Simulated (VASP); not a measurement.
An input for Quantum ESPRESSO's pw.x (written as the equivalent of a VASP run, and not itself run):

```
&CONTROL
  calculation = 'vc-relax'
  pseudo_dir = './pseudo'
  outdir = './out'
  tprnfor = .true.
  tstress = .true.
  nstep = 60
  forc_conv_thr = 0.00078
/
&SYSTEM
  ibrav = 0
  nat = 10
  ntyp = 3
  ecutwfc = 84
  occupations = 'smearing'
  smearing = 'gaussian'
  degauss = 0.003675
  input_dft = 'pz'
/
&ELECTRONS
  conv_thr = 7.3e-08
  electron_maxstep = 100
/
&IONS
/
&CELL
/
ATOMIC_SPECIES
  Si 28.085 Si.upf
  N 14.007 N.upf
  O 15.999 O.upf
CELL_PARAMETERS angstrom
     4.4340696   -2.7441495    0.0000000
     4.4340696    2.7441495    0.0000000
     0.0000000    0.0000000    4.8431336
ATOMIC_POSITIONS crystal
  Si   0.3275500  0.0267026  0.7292875
  Si   0.6724500  0.9732974  0.2292875
  Si   0.9732974  0.6724500  0.7292875
  Si   0.0267026  0.3275500  0.2292875
  N    0.3428285  0.0957619  0.3849768
  N    0.6571715  0.9042381  0.8849768
  N    0.9042381  0.6571715  0.3849768
  N    0.0957619  0.3428285  0.8849768
  O    0.2085424  0.7914576  0.7787413
  O    0.7914576  0.2085424  0.2787413
K_POINTS automatic
  5 5 4 0 0 0
```

Write the VASP files for the same calculation (LDA).

One answer among several that fit: 
File POSCAR:
```
Si2N2O
1.0
  4.4340696340  -2.7441494544   0.0000000000
  4.4340696340   2.7441494544   0.0000000000
  0.0000000000   0.0000000000   4.8431336187
Si N O
4 4 2
Cart
  1.5707808255  -0.8255703238   3.5320369770
  7.2973584425   0.8255703238   1.1104701677
  7.2973584425  -0.8255703238   3.5320369770
  1.5707808255   0.8255703238   1.1104701677
  1.9447402334  -0.6779877919   1.8644941929
  6.9233990346   0.6779877919   4.2860610023
  6.9233990346  -0.6779877919   1.8644941929
  1.9447402334   0.6779877919   4.2860610023
  4.4340696340   1.5996066130   3.7715480977
  4.4340696340  -1.5996066130   1.3499812883
```

File KPOINTS:
```
Automatic mesh
0
Gamma
5 5 4
0 0 0
```

INCAR:
```
# general
SYSTEM=Si2N2O
PREC  =Accurate
ENCUT =520
LREAL =.FALSE.
LASPH =.TRUE.

# electronic loop
EDIFF =1E-6
NELM  =100
ALGO  =Normal

# smearing
ISMEAR=0
SIGMA =0.05

# ions
IBRION=2
NSW   =60
ISIF  =3
EDIFFG=-0.02

# output
LWAVE =.FALSE.
LCHARG=.FALSE.
```

POTCAR, in this order: Si N O (LDA.64 set). Program: vasp_std.

Limits of the translation: the potentials are each code's own (VASP's PAW set, PseudoDojo norm-conserving files in pw.x), so ENCUT and ecutwfc are chosen apart and not converted; conv_thr bounds pw.x's estimated SCF error, while EDIFF bounds the energy change between steps; forc_conv_thr acts on force components and is met together with etot_conv_thr.

The structure comes from a computed database's Si2N2O entry (Cmc2_1), a phase known from measurement. This run relaxes it. Symmetry was kept, so distortions that lower it aren't found. The start is the result of an earlier pass.
